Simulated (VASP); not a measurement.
Level of theory: LDA (Ceperley-Alder, Perdew-Zunger), VASP's LDA PAW potentials (set 64) (plane waves; VASP 6.6.1).

VASP ran on this input.

File KPOINTS:
```
Automatic mesh
0
Gamma
13 13 11
0 0 0
```

**INCAR**
```
SYSTEM = CuAu
PREC = Accurate
ENCUT = 500
EDIFF = 1E-6
NELM = 100
ALGO = Normal
LREAL = .FALSE.
LASPH = .TRUE.
ISMEAR = 1
SIGMA = 0.1
LMAXMIX = 6
LWAVE = .FALSE.
LCHARG = .FALSE.
IBRION = 2
ISIF = 3
NSW = 40
EDIFFG = -0.02
PSTRESS = 300
```

### POSCAR
```
CuAu
1
    2.6881981636    -0.0000000000    -0.0000000000
   -0.0000000000     2.6881981636    -0.0000000000
    0.0000000000     0.0000000000     3.4040204172
Cu Au
1 1
Direct
  1.0000000000   1.0000000000   1.0000000000
  0.5000000000   0.5000000000   0.5000000000
```

POTCAR, in this order: Cu Au (LDA.64 set). Program: vasp_std.

Output

File OSZICAR:
```
       N       E                     dE             d eps       ncg     rms          rms(c)
DAV:   1     0.124938329773E+03    0.12494E+03   -0.11365E+04  5342   0.219E+03
DAV:   2    -0.586427856704E+01   -0.13080E+03   -0.12522E+03  5159   0.339E+02
DAV:   3    -0.101048583857E+02   -0.42406E+01   -0.41968E+01  6296   0.713E+01
DAV:   4    -0.101481587666E+02   -0.43300E-01   -0.43287E-01  5796   0.603E+00
DAV:   5    -0.101493493504E+02   -0.11906E-02   -0.11906E-02  7491   0.109E+00    0.169E+01
DAV:   6    -0.934407353405E+01    0.80528E+00   -0.66133E+00  5217   0.816E+01    0.686E+00
DAV:   7    -0.916752729085E+01    0.17655E+00   -0.33779E+00  6183   0.898E+01    0.835E+00
DAV:   8    -0.902176525699E+01    0.14576E+00   -0.50982E-01  5942   0.236E+01    0.323E+00
DAV:   9    -0.901259942261E+01    0.91658E-02   -0.24824E-02  7952   0.343E+00    0.153E-01
DAV:  10    -0.901249734109E+01    0.10208E-03   -0.17068E-03  7394   0.119E+00    0.617E-02
DAV:  11    -0.901248772509E+01    0.96160E-05   -0.10976E-04  7812   0.331E-01    0.447E-02
DAV:  12    -0.901248536854E+01    0.23566E-05   -0.51216E-06  6055   0.512E-02    0.237E-03
DAV:  13    -0.901248536215E+01    0.63919E-08   -0.11316E-07  3290   0.117E-02
   1 F= -.44064699E+01 E0= -.44063811E+01  d E =-.440647E+01
```

File OUTCAR:
```
------------------------ aborting loop because EDIFF is reached ----------------------------------------
  FORCE on cell =-STRESS in cart. coord.  units (eV):
  Direction    XX          YY          ZZ          XY          YZ          ZX
  --------------------------------------------------------------------------------------
  Total        4.5911868      4.5911868      4.5897044      0.0000000      0.0000000     -0.0000000
  in kB      299.0341765    299.0341765    298.9376242      0.0000000      0.0000000     -0.0000000
  external PRESSURE =      -0.9980076 kB  Pullay stress =     300.0000000 kB
  volume of cell :       24.60
      direct lattice vectors                 reciprocal lattice vectors
     2.688198164  0.000000000  0.000000000     0.371996385  0.000000000  0.000000000
     0.000000000  2.688198164  0.000000000     0.000000000  0.371996385  0.000000000
     0.000000000  0.000000000  3.404020417     0.000000000  0.000000000  0.293770271
 POSITION                                       TOTAL-FORCE (eV/Angst)
 -----------------------------------------------------------------------------------
      0.00000      0.00000      0.00000         0.000000      0.000000      0.000000
      1.34410      1.34410      1.70201         0.000000      0.000000      0.000000
 -----------------------------------------------------------------------------------
    total drift:                               -0.000000      0.000000      0.000000
  FREE ENERGIE OF THE ION-ELECTRON SYSTEM (eV)
  ---------------------------------------------------
  free  energy   TOTEN  =        -9.0124853621 eV

  energy  without entropy=       -9.0122189678  energy(sigma->0) =       -9.01239656
  enthalpy is  TOTEN    =        -4.4064699292 eV   P V=        4.6060154329

 reached required accuracy - stopping structural energy minimisation
```
(Selected blocks of OUTCAR.)

The compound is CuAu in the L1_0 structure. It was relaxed first under an external pressure of 30 GPa.
